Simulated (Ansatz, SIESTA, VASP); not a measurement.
## One structure in several programs: PdAu3 (P1, 4 atoms in the cell)

Self-consistent single point.

```yaml
crystal:
  lattice:
    - [-2.05260, 2.05260, 4.00265]
    - [2.05260, -2.05260, 4.00265]
    - [2.05260, 2.05260, -4.00265]
  atoms:
    - { symbol: Pd, position: [0.96939, 0.00369, 0.98641] }
    - { symbol: Au, position: [0.76710, 0.22851, 0.49291] }
    - { symbol: Au, position: [0.26087, 0.76775, 0.52682] }
    - { symbol: Au, position: [0.50264, 0.50005, 0.99385] }
```

Shared settings, as Ansatz (an electronic-structure program) writes them: kpoints.mp_grid.grid = 5 5 6; magnetization.spin_orbit = true; scf.occupations.method = gaussian; scf.occupations.width = 0.0037 Ry. Potentials and cutoffs stand in the table.

```tsv
code	model	pressure (GPa)	largest force (eV/Å)	cutoff
Ansatz	PBEsol with spin-orbit coupling, PAW files made with PBE	-5.01	1.038	30.9 Ry
SIESTA	GGA PBEsol with spin-orbit coupling, numerical atomic orbitals DZP, PseudoDojo PBEsol fully relativistic norm-conserving potentials (rewritten from UPF to PSML)	–	1.370	grid 400 Ry
VASP	PBEsol, spin-orbit coupling, VASP's PBE PAW potentials (set 64)	-5.25	1.024	300 eV
```

Size of the force on each atom (eV/Å): Sizes of forces hide their directions.

```tsv
code	Pd1	Au2	Au3	Au4
Ansatz	0.958	1.038	0.770	0.200
SIESTA	1.346	1.370	1.007	0.305
VASP	0.942	1.024	0.760	0.197
```

A dash marks a value that a program does not give, or that is left out as unsure.

The spread over the programs that give each value: pressure within 0.24 GPa; largest force within 0.346 eV/Å.

SIESTA uses small atom-centred bases, whose incompleteness enters pressures, forces and empty levels differently from a plane-wave cutoff. Ansatz's pressure is given at a fixed set of plane waves, as the other plane-wave codes print theirs; with its correction for the finite basis it is -4.76 GPa (the shift of 0.25 GPa shows how far the cutoff is from converged). In the force vectors, SIESTA (by 0.397) lies more than 0.08 eV/Å from the median of the plane-wave programs.

VASP's run is marked for a possible Pulay error in its stress at this cutoff; no cutoff test was made.

The starting cell comes from a database of computed structures (which also holds hypothetical and non-ambient phases and stackings), without a prior relaxation at this level. Its atoms were displaced at random from the sites of space group no. 139.

Keys are those of Ansatz 0.2.
